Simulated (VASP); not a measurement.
# CsLi2 (P-6m2) in VASP: a series of runs

The runs below take CsLi2 through relaxation of cell and atoms, with PBE, LDA.

Program: VASP 6.6.1. These are calculated values, not measurements. Logs are shortened: lines on timing, memory, paths and dates and some standing lists are left out, and cuts for length are marked.

## (1) The structure

The structure is hexagonal, space group P-6m2 (No. 187). Conventional cell: a = 3.966 Å, b = 3.966 Å, c = 10.028 Å, α = 90.00°, β = 90.00°, γ = 120.00°. Cs (site symmetry -6m2) is surrounded by 6 Cs at 3.97 Å and 6 Li at 4.18 Å. Around Li (site symmetry 3m) lie 1 Li at 3.04 Å.

The cell was built by a generator and needn't be a form met in nature.

## (2) Relaxation of cell and atoms, PBE

File INCAR:

```
PREC = Accurate
ENCUT = 600
EDIFF = 1E-6
ISMEAR = -1
SIGMA = 0.05
LREAL = False
LASPH = True
NELM = 80
ALGO = Fast
ISIF = 3
LWAVE = False
LCHARG = False
GGA = PE
IBRION = 2
NSW = 60
EDIFFG = -0.02
```

File KPOINTS:

```
Automatic mesh
0
Gamma
  8 8 3
```

File POSCAR:

```
CsLi2
1.0
    3.9663300000      0.0000000000      0.0000000000
   -1.9831700000      3.4349500000      0.0000000000
    0.0000000000      0.0000000000     10.0283800000
Cs Li
1 2
Direct
    0.0000000000      0.0000000000      0.0000000000
    0.3333300000      0.6666700000      0.3486300000
    0.3333300000      0.6666700000      0.6513700000
```

Potentials or basis: VASP PAW PBE potentials, release 64 (Cs_sv_GW, Li_sv_GW).

Started as:

```sh
> cat potpaw_PBE.64/Cs_sv_GW/POTCAR potpaw_PBE.64/Li_sv_GW/POTCAR > POTCAR
> mpirun -np 1 vasp_std > vasp.out
```

OUTCAR:

```text
PREC = Accurate
   ENCUT = 600
   EDIFF = 1E-6
   ISMEAR = -1
   LREAL = False
   LASPH = True
   NELM = 80
   ISIF = 3
   GGA = PE
   IBRION = 2
   NSW = 60
   EDIFFG = -0.02

 ion  position               nearest neighbor table
   1  0.000  0.000  0.000-
   2  0.333  0.667  0.349-
   3  0.333  0.667  0.651-

  LATTYP: Found a hexagonal cell.
 ALAT       =     3.9663300000
 C/A-ratio  =     2.5283776186

  Lattice vectors:

 A1 = (   3.9663300000,   0.0000000000,   0.0000000000)
 A2 = (  -1.9831700000,   3.4349500000,   0.0000000000)
 A3 = (   0.0000000000,   0.0000000000,  10.0283800000)

Analysis of symmetry for initial positions (statically):
=====================================================================
 Subroutine PRICEL returns:
 Original cell was already a primitive cell.

 Routine SETGRP: Setting up the symmetry group for a
 hexagonal supercell.

 Subroutine GETGRP returns: Found  4 space group operations
 (whereof  4 operations were pure point group operations)
 out of a pool of 24 trial point group operations.

The static configuration has the point symmetry C_2v.

Analysis of symmetry for dynamics (positions and initial velocities):
=====================================================================
 Subroutine PRICEL returns:
 Original cell was already a primitive cell.

 Routine SETGRP: Setting up the symmetry group for a
 hexagonal supercell.

 Subroutine GETGRP returns: Found  4 space group operations
 (whereof  4 operations were pure point group operations)
 out of a pool of 24 trial point group operations.

The dynamic configuration has the point symmetry C_2v.

 Subroutine INISYM returns: Found  4 space group operations
 (whereof  4 operations are pure point group operations),
 and found     1 'primitive' translations

----------------------------------------------------------------------------------------

                                     Primitive cell

  volume of cell :     136.6281

  direct lattice vectors                    reciprocal lattice vectors
     3.966330000  0.000000000  0.000000000     0.252122239  0.145562893  0.000000000
    -1.983170000  3.434950000  0.000000000     0.000000000  0.291125053  0.000000000
     0.000000000  0.000000000 10.028380000     0.000000000  0.000000000  0.099717003

  length of vectors
     3.966330000  3.966338961 10.028380000     0.291125710  0.291125053  0.099717003

  position of ions in fractional coordinates (direct lattice)
     0.000000000  0.000000000  0.000000000
     0.333330000  0.666670000  0.348630000
     0.333330000  0.666670000  0.651370000

  ion indices of the primitive-cell ions
   primitive index   ion index
                 1           1
                 2           2
                 3           3

----------------------------------------------------------------------------------------

 KPOINTS: Automatic mesh

Automatic generation of k-mesh.
 Grid dimensions read from file:
 generate k-points for:    8    8    3

 Generating k-lattice:

  Cartesian coordinates                     Fractional coordinates (reciprocal lattice)
     0.031515280  0.018195362  0.000000000     0.125000000  0.000000000  0.000000000
     0.000000000  0.036390632  0.000000000     0.000000000  0.125000000  0.000000000
     0.000000000  0.000000000  0.033239001     0.000000000  0.000000000  0.333333333

  Length of vectors
     0.036390714  0.036390632  0.033239001

  Shift w.r.t. Gamma in fractional coordinates (k-lattice)
     0.000000000  0.000000000  0.000000000

 Subroutine IBZKPT returns following result:
 ===========================================

 Found     42 irreducible k-points:

 Following reciprocal coordinates:
            Coordinates               Weight
  0.000000  0.000000  0.000000      1.000000
  0.125000  0.000000  0.000000      4.000000
 -0.125000  0.125000  0.000000      2.000000
  0.250000  0.000000  0.000000      4.000000
 -0.250000  0.250000  0.000000      2.000000
  0.375000 -0.000000  0.000000      4.000000
[... 16 lines left out ...]
  0.125000  0.000000  0.333333      8.000000
 -0.125000  0.125000  0.333333      4.000000
 [... further k-points ...]
   k-points           NKPTS =     42   k-points in BZ     NKDIM =     42   number of bands    NBANDS=     11
   number of dos      NEDOS =    301   number of ions     NIONS =      3
   total plane-waves  NPLWV =  81920
   dimension x,y,z NGX =    32 NGY =   32 NGZ =   80
   dimension x,y,z NGXF=    64 NGYF=   64 NGZF=  160
   ions per type =               1   2
   NGX,Y,Z   is equivalent  to a cutoff of  13.41, 13.41, 13.26 a.u.
   NGXF,Y,Z  is equivalent  to a cutoff of  26.83, 26.83, 26.52 a.u.
 SYSTEM =  unknown system
   PREC   = accura    normal or accurate (medium, high low for compatibility)
   ISTART =      0    job   : 0-new  1-cont  2-samecut
   ICHARG =      2    charge: 1-file 2-atom 10-const
   ISPIN  =      1    spin polarized calculation?
   LNONCOLLINEAR =      F non collinear calculations
   LSORBIT =      F    spin-orbit coupling
   LASPH  =      T    aspherical Exc in radial PAW
   ENCUT  =  600.0 eV  44.10 Ry    6.64 a.u.   7.92  7.92 20.03*2*pi/ulx,y,z
   NELM   =     80;   NELMIN=  2; NELMDL= -5     # of ELM steps
   EDIFF  = 0.1E-05   stopping-criterion for ELM
   LREAL  =      F    real-space projection
   EDIFFG = -.2E-01   stopping-criterion for IOM
   NSW    =     60    number of steps for IOM
   IBRION =      2    ionic relax: 0-MD 1-quasi-New 2-CG
   NFREE  =      1    steps in history (QN), initial steepest desc. (CG)
   ISIF   =      3    stress and relaxation
   ISYM   =      2    0-nonsym 1-usesym 2-fastsym
   POTIM  = 0.5000    time-step for ionic-motion
   TEBEG  =    0.0;   TEEND  =   0.0 temperature during run
   PSTRESS=    0.0 pullay stress
   NELECT =      15.0000    total number of electrons
   NUPDOWN=      -1.0000    fix difference up-down
   EMIN   =  10.00;   EMAX   =-10.00  energy-range for DOS
   EFERMI =   0.00;   METHOD = LEGACY
   ISMEAR =    -1;   SIGMA  =   0.05  broadening in eV -4-tet -1-fermi 0-gaus
   EFERMI_NEDOS =   21; number of points for ismear=-14 and -15
   IALGO  =     68    algorithm
   IMIX   =      4    mixing-type and parameters
     AMIX     =   0.40;   BMIX     =  1.00
     AMIX_MAG =   1.60;   BMIX_MAG =  1.00
  volume/ion in A,a.u.               =      45.54       307.34
  Fermi-wavevector in a.u.,A,eV,Ry     =   0.783896  1.481349  8.360689  0.614493
  Thomas-Fermi vector in A             =   1.887918
   LORBIT       =      0    0 simple, 1 ext, 2 COOP (PROOUT), +10 PAW based schemes
   GGA     = PE    functional components
   LHFCALC =     F    Hartree Fock is set to
   AEXX    =    0.0000 exact exchange contribution
   IVDW    =     0    specifies the selected vdW correction
   LEPSILON=     F    determine dielectric tensor
   LRPA    =     F    only Hartree local field effects (RPA)
 conjugate gradient relaxation of ions
 non-spin polarized calculation
 RMM-DIIS sequential band-by-band and
  energy-cutoff  :      600.00
  volume of cell :      136.63
 maximum number of plane-waves:      4579
   NGX = 15   NGY = 15   NGZ = 41

--------------------------------------- Ionic step        1  -------------------------------------------

 number of electron      14.9999996 magnetization

 Free energy of the ion-electron system (eV)
  ---------------------------------------------------
  ext. energy  EPLUGINS =         0.00000000
  ---------------------------------------------------
  free energy    TOTEN  =        -8.67856271 eV

  energy without entropy =       -8.65920082  energy(sigma->0) =       -8.66888177

------------------------ aborting loop because EDIFF is reached ----------------------------------------

  FORCE on cell =-STRESS in cart. coord.  units (eV):
  Direction    XX          YY          ZZ          XY          YZ          ZX
  --------------------------------------------------------------------------------------
  -------------------------------------------------------------------------------------
  Total        0.0217803      0.0218053     -0.1448710      0.0000216      0.0000000      0.0000000
  in kB        0.2554081      0.2557016     -1.6988378      0.0002528      0.0000000      0.0000000
  external PRESSURE =      -0.3959094 kB  Pullay stress =       0.0000000 kB
[... 59 lines left out ...]
  energy  without entropy=       -8.6597784455  energy(sigma->0) =       -8.66933707

--------------------------------------- Ionic step        3  -------------------------------------------

 number of electron      14.9999996 magnetization

 Free energy of the ion-electron system (eV)
  ---------------------------------------------------
  ext. energy  EPLUGINS =         0.00000000
  ---------------------------------------------------
  free energy    TOTEN  =        -8.67931354 eV

  energy without entropy =       -8.66085435  energy(sigma->0) =       -8.67008394

 E-fermi :   0.9800     XC(G=0):  -6.4208

 val. band max:        0.9689568350   @ k =  -0.3750   0.3750   0.0000
 cond. band min:       0.9969980420   @ k =   0.5000   0.0000   0.3333
 fundamental gap:      0.0280412070
 Fermi energy:         0.9799716774

 k-point     1 :       0.0000    0.0000    0.0000
  band No.  band energies     occupation
      1     -46.6521      2.00000
      2     -46.6487      2.00000
      3     -22.9408      2.00000
      4      -9.6955      2.00000
      5      -9.0380      2.00000
      6      -9.0379      2.00000
      7      -1.3819      2.00000
      8       0.1452      2.00000
      9       0.3404      1.99999
     10       2.0713      0.00000
     11       4.1893      0.00000
[... 309 lines left out ...]
 k-point    24 :      -0.1250    0.1250    0.3333
  band No.  band energies     occupation
      1     -46.6521      2.00000
      2     -46.6487      2.00000
      3     -22.9111      2.00000
      4      -9.6513      2.00000
      5      -9.3037      2.00000
      6      -9.0931      2.00000
      7      -0.9893      2.00000
      8      -0.3563      2.00000
      9       1.3613      0.00097
     10       2.0825      0.00000
     11       3.5975      0.00000

 [... further k-points ...]

------------------------ aborting loop because EDIFF is reached ----------------------------------------

  FORCE on cell =-STRESS in cart. coord.  units (eV):
  Direction    XX          YY          ZZ          XY          YZ          ZX
  --------------------------------------------------------------------------------------
  -------------------------------------------------------------------------------------
  Total        0.0041674      0.0041288     -0.0140613     -0.0000334      0.0000000      0.0000000
  in kB        0.0491695      0.0487149     -0.1659054     -0.0003939      0.0000000      0.0000000
  external PRESSURE =      -0.0226737 kB  Pullay stress =       0.0000000 kB
[... 18 lines left out ...]
  FREE ENERGIE OF THE ION-ELECTRON SYSTEM (eV)
  ---------------------------------------------------
  free  energy   TOTEN  =        -8.6793135406 eV

  energy  without entropy=       -8.6608543486  energy(sigma->0) =       -8.67008394

 reached required accuracy - stopping structural energy minimisation
```

It took 3.1 min on 1 thread of Intel Xeon Platinum 8488C (Sapphire Rapids), shared host; peak memory 0.37 GiB.

Results:

- Free energy: -8.6793 eV
- Relaxed volume: 45.26 Å³/atom
- Relaxed cell: a = 3.972 Å, b = 3.972 Å, c = 9.941 Å, α = 90.00°, β = 90.00°, γ = 120.00°
- Space group after relaxing (to 0.05 Å): P-6m2 (No. 187)
- Energy gained by relaxing: 0.3 meV/atom
- Ionic steps: 3
- Pressure after relaxing: 0.0 GPa
- Largest force after relaxing: 0.005 eV/Å
- Band gap on the k mesh: none (metal or under the smearing width)

Forces on the atoms (eV/Å):
```
Cs   0.000  0.000  0.000
Li   0.000  0.000  0.005
Li   0.000  0.000 -0.005
```

The path:
| step | energy change (eV) | largest force (eV/Å) | pressure (GPa) | volume (Å³) |
| --- | --- | --- | --- | --- |
| 1 | 0.0000 | 0.0082 | -0.04 | 136.63 |
| 2 | -0.0003 | 0.0065 | -0.03 | 136.41 |
| 3 | -0.0008 | 0.0055 | 0.00 | 135.79 |

Final structure:
```
Cs Li
1.0
     3.97153    0.00001    0.00000
    -1.98576    3.43945    0.00000
     0.00000    0.00000    9.94098
Cs Li
1 2
Direct
  0.00000 0.00000 0.00000
  0.33333 0.66667 0.34878
  0.33333 0.66667 0.65122
```

Spin-orbit coupling is left out, which matters for the levels of Cs.

## (3) Relaxation of cell and atoms, PBE

INCAR is that of step 2.

KPOINTS is that of step 2.

POSCAR is that of step 2.

Potentials or basis: VASP PAW PBE potentials, release 64 (Cs_sv_GW, Li_GW).

Started as:

```sh
> cat potpaw_PBE.64/Cs_sv_GW/POTCAR potpaw_PBE.64/Li_GW/POTCAR > POTCAR
> mpirun -np 1 vasp_std > vasp.out
```

It took 2.3 min on 1 thread of Intel Xeon Platinum 8488C (Sapphire Rapids), shared host; peak memory 0.36 GiB.

The run converged. Its results:

- Free energy: -5.1049 eV
- Relaxed volume: 45.38 Å³/atom
- Relaxed cell: a = 3.970 Å, b = 3.970 Å, c = 9.971 Å, α = 90.00°, β = 90.00°, γ = 120.00°
- Space group after relaxing (to 0.05 Å): P-6m2 (No. 187)
- Energy gained by relaxing: 0.2 meV/atom
- Ionic steps: 3
- Pressure after relaxing: 0.0 GPa
- Largest force after relaxing: 0.007 eV/Å
- Band gap on the k mesh: none (metal or under the smearing width)

Forces on the atoms (eV/Å):
```
Cs   0.000  0.000  0.000
Li   0.000  0.000  0.007
Li   0.000  0.000 -0.007
```

Stress tensor (GPa, compression positive):
```
 0.02  0.00  0.00
 0.00  0.02  0.00
 0.00  0.00 -0.06
```

The path:
```tsv
step	energy change (eV)	largest force (eV/Å)	pressure (GPa)	volume (Å³)
1	0.0000	0.0074	-0.04	136.63
2	-0.0003	0.0071	-0.02	136.43
3	-0.0006	0.0065	-0.01	136.13
```

Final structure:
```yaml
crystal:
  lattice:
    - [3.97035, 0.00001, 0.00000]
    - [-1.98517, 3.43844, 0.00000]
    - [0.00000, 0.00000, 9.97120]
  atoms:
    - { symbol: Cs, position: [0.00000, 0.00000, 0.00000] }
    - { symbol: Li, position: [0.33333, 0.66667, 0.34872] }
    - { symbol: Li, position: [0.33333, 0.66667, 0.65128] }
```

Levels at points of the mesh, in eV from the Fermi level:
```tsv
k point	band 4	band 5	band 6	band 7	band 8	band 9
(0.00, 0.00, 0.00)	-10.02	-2.36	-0.84	-0.65	1.08	3.21
(0.50, 0.00, 0.00)	-10.36	-0.14	0.11	0.51	1.00	1.78
(0.50, 0.50, 0.00)	-10.36	-0.14	0.11	0.51	1.00	1.78
```

Spin-orbit coupling is left out, which matters for the levels of Cs.

## (4) Relaxation of cell and atoms, PBE

INCAR is that of step 3.

KPOINTS is that of step 3.

POSCAR is that of step 3.

Potentials or basis: VASP PAW PBE potentials, release 54 (Cs_sv, Li_sv).

Started as:

```sh
> cat potpaw_PBE.54/Cs_sv/POTCAR potpaw_PBE.54/Li_sv/POTCAR > POTCAR
> mpirun -np 1 vasp_std > vasp.out
```

It took 3.1 min on 1 thread of Intel Xeon Platinum 8488C (Sapphire Rapids), shared host; peak memory 0.33 GiB.

It converged, with:

| Quantity | Value |
| --- | --- |
| Free energy | -3.4381 eV |
| Relaxed volume | 45.18 Å³/atom |
| Relaxed cell | a = 3.970 Å, b = 3.970 Å, c = 9.932 Å, α = 90.00°, β = 90.00°, γ = 120.00° |
| Space group after relaxing (to 0.05 Å) | P-6m2 (No. 187) |
| Energy gained by relaxing | 0.3 meV/atom |
| Ionic steps | 3 |
| Pressure after relaxing | 0.0 GPa |
| Largest force after relaxing | 0.006 eV/Å |
| Band gap on the k mesh | none (metal or under the smearing width) |

Forces on the atoms (eV/Å):
```
Cs   0.000  0.000  0.000
Li   0.000  0.000  0.006
Li   0.000  0.000 -0.006
```

The path:
```
step  energy change (eV)  largest force (eV/Å)  pressure (GPa)  volume (Å³)
   1              0.0000                0.0081           -0.05       136.63
   2             -0.0003                0.0082           -0.04       136.36
   3             -0.0008                0.0064            0.00       135.55
```

Final structure:
```yaml
crystal:
  lattice:
    - [3.96979, -0.00001, 0.00000]
    - [-1.98492, 3.43794, 0.00000]
    - [0.00000, 0.00000, 9.93174]
  atoms:
    - { symbol: Cs, position: [0.00000, 0.00000, 0.00000] }
    - { symbol: Li, position: [0.33333, 0.66667, 0.34879] }
    - { symbol: Li, position: [0.33333, 0.66667, 0.65121] }
```

Levels at points of the mesh, in eV from the Fermi level:
```
           k point  band 5  band 6  band 7  band 8  band 9  band 10  band 11
(0.00, 0.00, 0.00)  -10.02  -10.02   -2.36   -0.84   -0.63     1.09     3.21
(0.50, 0.00, 0.00)  -10.38  -10.36   -0.15    0.11    0.51     1.00     1.80
(0.50, 0.50, 0.00)  -10.38  -10.36   -0.15    0.11    0.51     1.00     1.80
```

Caveat: the cutoff is under 1.25 times the usual one of these potentials, so pressure, stress and relaxed cells hold a basis-set (Pulay) error.

## (5) Relaxation of cell and atoms, LDA

File INCAR:

```
PREC = Accurate ; ENCUT = 600
EDIFF = 1E-7 ; ISMEAR = -1
SIGMA = 0.05 ; LREAL = False
LASPH = True ; NELM = 80
ALGO = Normal ; ISIF = 3
LWAVE = False ; LCHARG = False
GGA = CA ; IBRION = 2
NSW = 40 ; EDIFFG = -0.01
```

File KPOINTS:

```
regular mesh
0
Gamma
  8 8 3
```

POSCAR is that of step 4.

Potentials or basis: VASP PAW LDA potentials, release 64 (Cs_sv, Li_sv).

Started as:

```sh
> cat potpaw_LDA.64/Cs_sv/POTCAR potpaw_LDA.64/Li_sv/POTCAR > POTCAR
> mpirun -np 1 vasp_std > vasp.out
```

Wall time 2.8 min (1 thread of Intel Xeon 6975P-C (Granite Rapids), shared host); peak memory 0.28 GiB.

The run converged. Its results:

* Free energy: -4.0442 eV
* Relaxed volume: 37.11 Å³/atom
* Relaxed cell: a = 3.658 Å, b = 3.658 Å, c = 9.608 Å, α = 90.00°, β = 90.00°, γ = 120.00°
* Space group after relaxing (to 0.05 Å): P-6m2 (No. 187)
* Energy gained by relaxing: 24.8 meV/atom
* Ionic steps: 10
* Pressure after relaxing: 0.0 GPa
* Largest force after relaxing: 0.006 eV/Å
* Band gap on the k mesh: none (metal or under the smearing width)

Forces on the atoms (eV/Å):
```
Cs   0.000  0.000  0.000
Li   0.000  0.000  0.006
Li   0.000  0.000 -0.006
```

Step by step:
```tsv
step	energy change (eV)	largest force (eV/Å)	pressure (GPa)	volume (Å³)
1	0.0000	0.0198	-0.75	136.63
2	-0.0188	0.0188	-0.68	132.45
3	-0.0599	0.0058	-0.36	120.45
4	-0.0305	0.0493	1.00	98.65
5	-0.0693	0.0092	-0.03	113.34
6	-0.0695	0.0114	0.01	112.47
7	-0.0730	0.0102	0.02	111.77
8	-0.0743	0.0077	0.04	110.95
9	-0.0743	0.0076	0.04	110.98
10	-0.0744	0.0057	0.01	111.33
```

Final structure:
```
Cs Li
1.0
     3.65799   -0.00001    0.00000
    -1.82900    3.16791    0.00000
     0.00000    0.00000    9.60758
Cs Li
1 2
Direct
  0.00000 0.00000 0.00000
  0.33333 0.66667 0.34835
  0.33333 0.66667 0.65165
```

Levels at points of the mesh, in eV from the Fermi level:
```
           k point  band 6  band 7  band 8  band 9  band 10  band 11
(0.00, 0.00, 0.00)   -9.40   -2.49   -0.71   -0.51     0.91     3.50
(0.50, 0.00, 0.00)  -10.04   -0.26   -0.08    0.42     1.46     2.03
(0.50, 0.50, 0.00)  -10.04   -0.26   -0.08    0.42     1.46     2.03
```

Caveat: the cutoff is under 1.25 times the usual one of these potentials, so pressure, stress and relaxed cells hold a basis-set (Pulay) error; the volume moved by over 15 % at a fixed basis, so the end points are rough. The run has no spin-orbit coupling, so splittings on Cs are missing.

[end of part 1 of 2]
